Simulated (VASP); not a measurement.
# NbCd3: structure and properties in VASP

Wanted: the relaxed cell of NbCd3 and its properties. The steps: relaxing cell and atoms (LDA), second relaxation, density, ELF and potential (LDA), bands along the symmetry lines (LDA), total and projected DOS (LDA) and independent-particle dielectric function (LDA). The start is a cell from a database of measured crystal structures.

Calculated with VASP 6.6.1; LDA; plane waves and PAW (Nb_sv, Cd).

### 1. The structure

Before any relaxation, the start is as follows. It takes space group Pm-3m (No. 221, cubic). The conventional cell has a = 4.215 Å, b = 4.215 Å, c = 4.215 Å, α = 90.00°, β = 90.00°, γ = 90.00°. Nearest to Nb lie 12 Cd at 2.98 Å. Nearest to Cd lie 4 Nb at 2.98 Å and 8 Cd at 2.98 Å. Farther neighbours are not listed.

### 2. Relaxing cell and atoms (LDA)

Properties are meant for the cell that this level of theory prefers, so cell and atoms are relaxed first (ISIF = 3) until forces and stress are small; EDIFFG sets the threshold. LDA, the lowest rung, knows the local density alone.

Contents of INCAR:

```
SYSTEM = NbCd3
PREC = Accurate
ENCUT = 400
EDIFF = 1E-06
NELM = 100
ISMEAR = 1
SIGMA = 0.2
LREAL = .FALSE.
ALGO = Normal
GGA = CA
NBANDS = 30
LASPH = .TRUE.
LORBIT = 11
LWAVE = .FALSE.
LCHARG = .FALSE.
KPAR = 4
IBRION = 2
NSW = 60
ISIF = 3
EDIFFG = -0.01
```

Contents of POSCAR:

```
NbCd3
1.0
    4.2150000000      0.0000000000      0.0000000000
    0.0000000000      4.2150000000      0.0000000000
    0.0000000000      0.0000000000      4.2150000000
Nb Cd
1 3
Direct
    0.0000000000      0.0000000000      0.0000000000
    0.0000000000      0.5000000000      0.5000000000
    0.5000000000      0.0000000000      0.5000000000
    0.5000000000      0.5000000000      0.0000000000
```

Contents of KPOINTS:

```
Automatic mesh
0
Gamma
5 5 5
0 0 0
```

PAW data sets: Nb_sv and Cd (LDA family, release 64).

Launch:

```sh
mpirun -np 4 vasp_std
```

Output:

```text
[banner, memory and clock lines left out]
running    4 mpi-ranks, on    1 nodes
 distrk:  each k-point on    1 cores,    4 groups
 distr:  one band on    1 cores,    1 groups

 POSCAR found type information on POSCAR NbCd
 POSCAR found :  2 types and       4 ions
 LDA part: xc-table for (Slater(with rela. corr.)+CA(PZ))
 , standard interpolation
 POSCAR, INCAR and KPOINTS ok, starting setup
 FFT: planning ... GRIDC
 FFT: planning ... GRID_SOFT
 FFT: planning ... GRID
 WAVECAR not read
 entering main loop
       N       E                     dE             d eps       ncg     rms          rms(c)
DAV:   1     0.412498232456E+03    0.41250E+03   -0.22730E+04   600   0.139E+03
DAV:   2     0.130541432959E+01   -0.41119E+03   -0.40085E+03   666   0.476E+02
DAV:   3    -0.157071718010E+02   -0.17013E+02   -0.16652E+02   880   0.922E+01
DAV:   4    -0.163002465855E+02   -0.59307E+00   -0.58658E+00   856   0.140E+01
DAV:   5    -0.163192160080E+02   -0.18969E-01   -0.18957E-01   912   0.236E+00    0.102E+01
DAV:   6    -0.155728321842E+02    0.74638E+00   -0.20097E+00   816   0.125E+01    0.626E+00
DAV:   7    -0.154763714519E+02    0.96461E-01   -0.28420E-01   798   0.384E+00    0.401E+00
DAV:   8    -0.154514100494E+02    0.24961E-01   -0.93603E-02   818   0.232E+00    0.891E-01
DAV:   9    -0.154488214226E+02    0.25886E-02   -0.76035E-03   858   0.709E-01    0.184E-01
DAV:  10    -0.154487457147E+02    0.75708E-04   -0.89378E-04   856   0.217E-01    0.548E-02
DAV:  11    -0.154487349797E+02    0.10735E-04   -0.67439E-05   846   0.655E-02    0.152E-02
DAV:  12    -0.154487354505E+02   -0.47087E-06   -0.40481E-06   592   0.163E-02
   1 F= -.15448735E+02 E0= -.15444736E+02  d E =-.154487E+02
 curvature:   0.00 expect dE= 0.000E+00 dE for cont linesearch  0.000E+00
 trial: gam= 0.00000 g(F)=  0.000E+00 g(S)=  0.505E-01 ort = 0.000E+00 (trialstep = 0.100E+01)
 search vector abs. value=  0.505E-01
 bond charge predicted
       N       E                     dE             d eps       ncg     rms          rms(c)
DAV:   1    -0.165737581084E+02   -0.11250E+01   -0.25738E+01   600   0.536E+01    0.728E+00
DAV:   2    -0.155272822001E+02    0.10465E+01   -0.32922E+00   654   0.208E+01    0.238E+00
DAV:   3    -0.154517512154E+02    0.75531E-01   -0.31276E-01   924   0.448E+00    0.164E+00
DAV:   4    -0.154450094393E+02    0.67418E-02   -0.37140E-02   882   0.112E+00    0.530E-01
DAV:   5    -0.154444098587E+02    0.59958E-03   -0.88976E-03  1080   0.536E-01    0.284E-01
DAV:   6    -0.154451001602E+02   -0.69030E-03   -0.15380E-03   856   0.304E-01    0.161E-01
DAV:   7    -0.154451194007E+02   -0.19241E-04   -0.78680E-04   886   0.187E-01    0.189E-02
DAV:   8    -0.154451164864E+02    0.29144E-05   -0.26194E-05   736   0.370E-02    0.719E-03
DAV:   9    -0.154451159949E+02    0.49152E-06   -0.34702E-06   662   0.153E-02
   2 F= -.15445116E+02 E0= -.15441315E+02  d E =0.361946E-02
 trial-energy change:    0.003619  1 .order    0.004473   -0.050461    0.059408
 step:   0.4709(harm=  0.4593)  dis= 0.00000  next Energy=   -15.460706 (dE=-0.120E-01)
 bond charge predicted
       N       E                     dE             d eps       ncg     rms          rms(c)
DAV:   1    -0.157700068186E+02   -0.32489E+00   -0.72493E+00   600   0.290E+01    0.424E+00
DAV:   2    -0.154879301194E+02    0.28208E+00   -0.87912E-01   688   0.104E+01    0.153E+00
DAV:   3    -0.154634824549E+02    0.24448E-01   -0.70536E-02   836   0.230E+00    0.118E+00
DAV:   4    -0.154604411311E+02    0.30413E-02   -0.14568E-02   970   0.692E-01    0.308E-01
DAV:   5    -0.154605646579E+02   -0.12353E-03   -0.94798E-04   866   0.200E-01    0.189E-01
DAV:   6    -0.154607873423E+02   -0.22268E-03   -0.75134E-04  1058   0.168E-01    0.522E-02
DAV:   7    -0.154607620956E+02    0.25247E-04   -0.91106E-05   996   0.697E-02    0.104E-02
DAV:   8    -0.154607627288E+02   -0.63318E-06   -0.68468E-06   694   0.209E-02
   3 F= -.15460763E+02 E0= -.15456864E+02  d E =-.120273E-01
 curvature:  -0.23 expect dE=-0.420E-05 dE for cont linesearch -0.420E-05
 trial: gam=-0.01868 g(F)=  0.170E-65 g(S)=  0.183E-04 ort = 0.961E-03 (trialstep = 0.894E+00)
 search vector abs. value=  0.674E-08
 reached required accuracy - stopping structural energy minimisation
```

Run time: 26 s. Hardware: 4 MPI ranks of AMD EPYC 7R43, shared host; peak memory 0.48 GiB.

The logs omit lines about the potential files and the build; timing stands in the text.

OUTCAR, selected parts (step 2):

```text
ion  position               nearest neighbor table
   1  0.000  0.000  0.000-   2 2.98   3 2.98   4 2.98   2 2.98   3 2.98   2 2.98   4 2.98   2 2.98
                             3 2.98   4 2.98   3 2.98   4 2.98
   2  0.000  0.500  0.500-   1 2.98   3 2.98   4 2.98   1 2.98   4 2.98   1 2.98   3 2.98   1 2.98
                             3 2.98   4 2.98   4 2.98   3 2.98
   3  0.500  0.000  0.500-   1 2.98   2 2.98   4 2.98   1 2.98   4 2.98   2 2.98   4 2.98   4 2.98
                             1 2.98   2 2.98   1 2.98   2 2.98
   4  0.500  0.500  0.000-   1 2.98   2 2.98   3 2.98   2 2.98   3 2.98   1 2.98   3 2.98   3 2.98
                             1 2.98   2 2.98   2 2.98   1 2.98

  LATTYP: Found a simple cubic cell.
 ALAT       =     4.2150000000

 Subroutine GETGRP returns: Found 48 space group operations
 (whereof 48 operations were pure point group operations)

The static configuration has the point symmetry O_h .

 Found     10 irreducible k-points:

   k-points           NKPTS =     10   k-points in BZ     NKDIM =     10   number of bands    NBANDS=     30

   dimension x,y,z NGX =    28 NGY =   28 NGZ =   28
   dimension x,y,z NGXF=    56 NGYF=   56 NGZF=   56

   ENCUT  =  400.0 eV  29.40 Ry    5.42 a.u.   6.87  6.87  6.87*2*pi/ulx,y,z

   NELECT =      49.0000    total number of electrons

 k-points in reciprocal lattice and weights: Automatic mesh
   0.00000000  0.00000000  0.00000000       0.008
   0.20000000  0.00000000  0.00000000       0.048
   0.40000000  0.00000000  0.00000000       0.048
   0.20000000  0.20000000  0.00000000       0.096
   0.40000000  0.20000000  0.00000000       0.192
   0.40000000  0.40000000  0.00000000       0.096
   0.20000000  0.20000000  0.20000000       0.064
   0.40000000  0.20000000  0.20000000       0.192
   0.40000000  0.40000000  0.20000000       0.192
   0.40000000  0.40000000  0.40000000       0.064

 average (electrostatic) potential at core
       1 -83.1959       2 -37.1775       3 -37.1775       4 -37.1775

 E-fermi :   5.0789

 k-point     1 :       0.0000    0.0000    0.0000
  band No.  band energies     occupation
    ...
     18      -2.2629      2.00000
     19      -2.2629      2.00000
     20      -2.2629      2.00000
     21       4.3061      2.00000
     22       4.3061      2.00000
     23       5.4307     -0.03208
     24       5.4307     -0.03208
     25       5.4307     -0.03208
     26       6.5765     -0.00000
     27       6.5765     -0.00000
    ...

 k-point     2 :       0.2000    0.0000    0.0000
  band No.  band energies     occupation
    ...
     20      -2.2627      2.00000
     21       2.6102      2.00000
     22       4.3357      2.00000
     23       4.9184      1.98116
     24       4.9184      1.98116
     25       5.8346     -0.00000
     26       6.5450     -0.00000
     27       7.3957     -0.00000
     28       7.3957     -0.00000
     29       9.9558      0.00000
    ...

 k-point     3 :       0.4000    0.0000    0.0000
  band No.  band energies     occupation
    ...
     20      -1.8407      2.00000
     21       0.1651      2.00000
     22       4.3808      2.00001
     23       4.3808      2.00001
     24       4.3951      2.00001
     25       6.2124     -0.00000
     26       6.4947     -0.00000
     27       8.7152     -0.00000
     28       9.0000     -0.00000
     29       9.0000     -0.00000
    ...

  Total       -0.0224893     -0.0224893     -0.0224893     -0.0000000     -0.0000000      0.0000000
  in kB       -0.4909781     -0.4909781     -0.4909781     -0.0000000     -0.0000000      0.0000000
  external PRESSURE =      -0.4909781 kB  Pullay stress =       0.0000000 kB

  energy-cutoff  :      400.00
  volume of cell :       73.39
      direct lattice vectors                 reciprocal lattice vectors
     4.186729628 -0.000000000  0.000000000     0.238849911  0.000000000  0.000000000
    -0.000000000  4.186729628 -0.000000000     0.000000000  0.238849911  0.000000000
    -0.000000000 -0.000000000  4.186729628    -0.000000000  0.000000000  0.238849911

 POSITION                                       TOTAL-FORCE (eV/Angst)
 -----------------------------------------------------------------------------------
      0.00000      0.00000      0.00000         0.000000      0.000000      0.000000
     -0.00000      2.09336      2.09336        -0.000000     -0.000000      0.000000
      2.09336     -0.00000      2.09336         0.000000     -0.000000      0.000000
      2.09336      2.09336     -0.00000         0.000000      0.000000      0.000000
 -----------------------------------------------------------------------------------
    total drift:                                0.000000      0.000000      0.000000

  FREE ENERGIE OF THE ION-ELECTRON SYSTEM (eV)
  ---------------------------------------------------
  free  energy   TOTEN  =       -15.4607627288 eV

  energy  without entropy=      -15.4490662757  energy(sigma->0) =      -15.45686391

 reached required accuracy - stopping structural energy minimisation

 total charge
# of ion       s       p       d       tot
------------------------------------------
    1        2.127   5.970   2.508  10.606
    2        0.566   0.442   9.457  10.465
    3        0.566   0.442   9.457  10.465
    4        0.566   0.442   9.457  10.465
--------------------------------------------------
tot          3.825   7.298  30.879  42.002

[... 3 further parts left out ...]
```

This run has no spin polarisation. Its electron count is odd, so without a moment it is a metal by construction. The k-mesh is coarse for a metal. The run keeps the 48 symmetry operations of its start, so it cannot find a distortion of lower symmetry.

Step by step:

| step | energy less that of the first step (eV) | largest force (eV/Å) | pressure (GPa) | volume (Å³) |
| --- | --- | --- | --- | --- |
| 1 | 0.0000 | 0.0000 | -2.53 | 74.88 |
| 2 | 0.0036 | 0.0000 | 3.11 | 71.73 |
| 3 | -0.0120 | 0.0000 | -0.05 | 73.39 |

| conventional cell, symmetrised | before | after | change |
| --- | --- | --- | --- |
| a (Å) | 4.215 | 4.187 | -0.7 % |
| b (Å) | 4.215 | 4.187 | -0.7 % |
| c (Å) | 4.215 | 4.187 | -0.7 % |
| volume (Å³/atom) | 18.72 | 18.35 | -2.0 % |

The relaxed structure:

```xyz
4
Lattice="4.1867 0.0000 0.0000 0.0000 4.1867 0.0000 0.0000 0.0000 4.1867" Properties=species:S:1:pos:R:3 pbc="T T T"
Nb    0.0000    0.0000    0.0000
Cd    0.0000    2.0934    2.0934
Cd    2.0934    0.0000    2.0934
Cd    2.0934    2.0934    0.0000
```

This step gave:

| Item | Value |
| --- | --- |
| electrons | 49 |
| bands | 30 |
| irreducible k points | 10 |
| symmetry operations | 48 |
| free energy (TOTEN) | -15.46 eV |
| energy at zero smearing | -15.46 eV |
| Fermi energy | 5.079 eV |
| pressure | -0.04910 GPa |
| metallic | yes |
| SCF cycles over all ionic steps | 29 |

It ends with forces that vanish by symmetry and a pressure of -0.05 GPa. The volume lies -2.0 % from that of the database's start, which holds the thermal and zero-point expansion of its experiment.

### 3. Second relaxation

A relaxation keeps the plane waves of the cell it began with, so it is repeated from the new cell, on a basis made for it. The mesh changes with the cell too.

INCAR is that of step 2.

Contents of POSCAR:

```
NbCd3
1.0
    4.1867296279      0.0000000000      0.0000000000
    0.0000000000      4.1867296279      0.0000000000
    0.0000000000      0.0000000000      4.1867296279
Nb Cd
1 3
Direct
    0.0000000000      0.0000000000      0.0000000000
    0.0000000000      0.5000000000      0.5000000000
    0.5000000000      0.0000000000      0.5000000000
    0.5000000000      0.5000000000      0.0000000000
```

Contents of KPOINTS:

```
Automatic mesh
0
Gamma
6 6 6
0 0 0
```

Launch:

```sh
mpirun -np 4 vasp_std
```

Output:

```text
[... set-up lines as in an earlier step ...]
 entering main loop
       N       E                     dE             d eps       ncg     rms          rms(c)
DAV:   1     0.414387975147E+03    0.41439E+03   -0.22649E+04  1200   0.139E+03
DAV:   2     0.164462598706E+01   -0.41274E+03   -0.40270E+03  1338   0.480E+02
DAV:   3    -0.156363045957E+02   -0.17281E+02   -0.16791E+02  1700   0.930E+01
DAV:   4    -0.163357993825E+02   -0.69949E+00   -0.69553E+00  1822   0.154E+01
DAV:   5    -0.163505542740E+02   -0.14755E-01   -0.14750E-01  1670   0.196E+00    0.106E+01
DAV:   6    -0.155906512179E+02    0.75990E+00   -0.19366E+00  1650   0.127E+01    0.664E+00
DAV:   7    -0.154865660859E+02    0.10409E+00   -0.27076E-01  1432   0.372E+00    0.381E+00
DAV:   8    -0.154688571618E+02    0.17709E-01   -0.75263E-02  1672   0.237E+00    0.526E-01
DAV:   9    -0.154668806525E+02    0.19765E-02   -0.68404E-03  1690   0.607E-01    0.197E-01
DAV:  10    -0.154668191495E+02    0.61503E-04   -0.63528E-04  1476   0.181E-01    0.289E-02
DAV:  11    -0.154668192058E+02   -0.56289E-07   -0.37653E-05  1588   0.490E-02    0.788E-03
DAV:  12    -0.154668192168E+02   -0.10983E-07   -0.34042E-06  1228   0.184E-02
   1 F= -.15466819E+02 E0= -.15464678E+02  d E =-.154668E+02
 curvature:   0.00 expect dE= 0.000E+00 dE for cont linesearch  0.000E+00
 trial: gam= 0.00000 g(F)=  0.000E+00 g(S)=  0.206E-03 ort = 0.000E+00 (trialstep = 0.100E+01)
 search vector abs. value=  0.206E-03
 bond charge predicted
       N       E                     dE             d eps       ncg     rms          rms(c)
DAV:   1    -0.154712573173E+02   -0.44381E-02   -0.10370E-01  1220   0.344E+00    0.487E-01
DAV:   2    -0.154671507330E+02    0.41066E-02   -0.12854E-02  1408   0.126E+00    0.171E-01
DAV:   3    -0.154668188000E+02    0.33193E-03   -0.11168E-03  1808   0.279E-01    0.124E-01
DAV:   4    -0.154667846508E+02    0.34149E-04   -0.18591E-04  1792   0.722E-02    0.331E-02
DAV:   5    -0.154667845003E+02    0.15053E-06   -0.23877E-05  2048   0.290E-02    0.201E-02
DAV:   6    -0.154667875922E+02   -0.30919E-05   -0.81619E-06  1910   0.205E-02    0.820E-03
DAV:   7    -0.154667873303E+02    0.26196E-06   -0.24333E-06  1282   0.129E-02
   2 F= -.15466787E+02 E0= -.15464635E+02  d E =0.318865E-04
 trial-energy change:    0.000032  1 .order    0.000016   -0.000206    0.000238
 step:   0.4119(harm=  0.4640)  dis= 0.00000  next Energy=   -15.466860 (dE=-0.413E-04)
 bond charge predicted
       N       E                     dE             d eps       ncg     rms          rms(c)
DAV:   1    -0.154683999598E+02   -0.16124E-02   -0.35928E-02  1220   0.203E+00    0.289E-01
DAV:   2    -0.154669873163E+02    0.14126E-02   -0.44234E-03  1422   0.739E-01    0.102E-01
DAV:   3    -0.154668709283E+02    0.11639E-03   -0.38021E-04  1818   0.164E-01    0.740E-02
DAV:   4    -0.154668587086E+02    0.12220E-04   -0.63068E-05  1800   0.418E-02    0.199E-02
DAV:   5    -0.154668587587E+02   -0.50117E-07   -0.81331E-06  1880   0.170E-02
   3 F= -.15466859E+02 E0= -.15464713E+02  d E =-.395419E-04
 curvature:  -0.23 expect dE=-0.326E-05 dE for cont linesearch -0.326E-05
 trial: gam= 0.00000 g(F)=  0.240E-65 g(S)=  0.142E-04 ort =-0.540E-04 (trialstep = 0.882E+00)
 search vector abs. value=  0.142E-04
 reached required accuracy - stopping structural energy minimisation
```

Elapsed: 40 s, on 4 MPI ranks; peak memory 0.52 GiB; 2.5 min of CPU time.

OUTCAR, selected parts (step 3):

```text
  LATTYP: Found a simple cubic cell.
 ALAT       =     4.1867296279

The static configuration has the point symmetry O_h .

 Found     20 irreducible k-points:

   k-points           NKPTS =     20   k-points in BZ     NKDIM =     20   number of bands    NBANDS=     30

   ENCUT  =  400.0 eV  29.40 Ry    5.42 a.u.   6.83  6.83  6.83*2*pi/ulx,y,z

   NELECT =      49.0000    total number of electrons

 E-fermi :   5.2710

 k-point     1 :       0.0000    0.0000    0.0000
  band No.  band energies     occupation
    ...
     18      -2.2611      2.00000
     19      -2.2611      2.00000
     20      -2.2611      2.00000
     21       4.3246      2.00000
     22       4.3246      2.00000
     23       5.4384      0.00228
     24       5.4384      0.00228
     25       5.4384      0.00228
     26       6.6012     -0.00000
     27       6.6012     -0.00000
    ...

 k-point     2 :       0.1667    0.0000    0.0000
  band No.  band energies     occupation
    ...
     20      -2.2609      2.00000
     21       3.0236      2.00000
     22       4.3460      2.00000
     23       5.0475      2.06685
     24       5.0475      2.06685
     25       5.7786     -0.00195
     26       6.5784     -0.00000
     27       7.2002     -0.00000
     28       7.2002     -0.00000
     29      10.2566      0.00000
    ...

  Total        0.0197872      0.0197872      0.0197872      0.0000000     -0.0000000     -0.0000000
  in kB        0.4324730      0.4324730      0.4324730      0.0000000     -0.0000000     -0.0000000
  external PRESSURE =       0.4324730 kB  Pullay stress =       0.0000000 kB

  energy-cutoff  :      400.00
  volume of cell :       73.31
      direct lattice vectors                 reciprocal lattice vectors
     4.185161130  0.000000000 -0.000000000     0.238939426  0.000000000  0.000000000
    -0.000000000  4.185161130  0.000000000    -0.000000000  0.238939426  0.000000000
    -0.000000000 -0.000000000  4.185161130     0.000000000 -0.000000000  0.238939426

 POSITION                                       TOTAL-FORCE (eV/Angst)
 -----------------------------------------------------------------------------------
      0.00000      0.00000      0.00000         0.000000      0.000000      0.000000
     -0.00000      2.09258      2.09258        -0.000000     -0.000000      0.000000
      2.09258      0.00000      2.09258         0.000000     -0.000000      0.000000
      2.09258      2.09258     -0.00000         0.000000      0.000000      0.000000
 -----------------------------------------------------------------------------------
    total drift:                                0.000000      0.000000      0.000000

  FREE ENERGIE OF THE ION-ELECTRON SYSTEM (eV)
  ---------------------------------------------------
  free  energy   TOTEN  =       -15.4668587587 eV

  energy  without entropy=      -15.4604215039  energy(sigma->0) =      -15.46471301

 total charge
# of ion       s       p       d       tot
------------------------------------------
    1        2.127   5.971   2.508  10.606
    2        0.566   0.444   9.455  10.466
    3        0.566   0.444   9.455  10.466
    4        0.566   0.444   9.455  10.466
--------------------------------------------------
tot          3.826   7.303  30.875  42.003

[... 3 parts as in an earlier step ...]

[... 7 further parts left out ...]
```

CONTCAR:

```
NbCd3
   1.00000000000000
     4.1851611300293134    0.0000000000000000   -0.0000000000000000
    -0.0000000000000000    4.1851611300293134    0.0000000000000000
    -0.0000000000000000   -0.0000000000000000    4.1851611300293134
  Nb              Cd
     1     3
Direct
     0.0000000000000000    0.0000000000000000    0.0000000000000000
     0.0000000000000000    0.5000000000000000    0.5000000000000000
     0.5000000000000000    0.0000000000000000    0.5000000000000000
     0.5000000000000000    0.5000000000000000    0.0000000000000000
```

Little changed from the start: no atom moved by 0.005 Å and no cell edge by 0.1 %.

Numbers from this step:

```
irreducible k points            : 20
free energy (TOTEN)             : -15.47 eV
Fermi energy                    : 5.271 eV
pressure                        : 0.04325 GPa
SCF cycles over all ionic steps : 24
```

It ends with forces that vanish by symmetry and a pressure of 0.04 GPa. The volume moved by only 0.11 %, so the volume is settled.

(Continued in part 2 of 3.)

[Lines on the potential files, build, host, timing and source positions are cut from VASP's logs without a mark.]

[Logs are printed without paths, hosts, clocks, repeated set-up lines and the standing remarks that a program may print on its own settings, such as how far it seeks lower states.]

[Hosts, paths, dates, database ids (printed as entryN), source tags and the programs' standing remarks are cut or masked in the printed files.]

[A measured line is paired with the nearest computed mode of its activity, which favours agreement.]
